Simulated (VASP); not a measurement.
Data:

```
Y
1.0
   -3.03492     3.03492     1.68093
    3.03492    -3.03492     1.68093
    3.03492     3.03492    -1.68093
Y
2
Direct
  0.75000   0.25000   0.50000
  0.00000   0.00000   0.00000
```

Level of theory: PBEsol GGA, VASP's PBE PAW potentials (set 64) (plane waves; VASP). Numerical set-up: 400 eV cut-off, Gaussian smearing of 0.050 eV, potentials Y_sv.

Question: Give the energies of bands 9 to 14 at the high-symmetry points, in eV from the Fermi level.

Answer: 
| band | Γ | X | M | Z | P | N |
|---|---|---|---|---|---|---|
| 9 | -4.63 | -2.29 | -1.76 | -0.84 | -1.10 | -1.69 |
| 10 | -1.92 | -2.29 | -1.76 | -0.84 | -1.10 | -1.32 |
| 11 | -0.22 | 0.18 | 0.48 | -0.20 | -0.91 | -0.37 |
| 12 | -0.06 | 0.18 | 0.48 | 0.03 | -0.91 | 0.41 |
| 13 | 0.87 | 1.23 | 0.81 | 0.58 | 1.76 | 1.06 |
| 14 | 3.42 | 1.23 | 0.81 | 1.59 | 1.76 | 1.96 |

It has no gap at this level: it comes out as a metal or semimetal.

The structure was generated: Y was put into the beta-Sn type (I4_1/amd), which need not be its known phase. It was relaxed first, which changed the volume by -11 %.
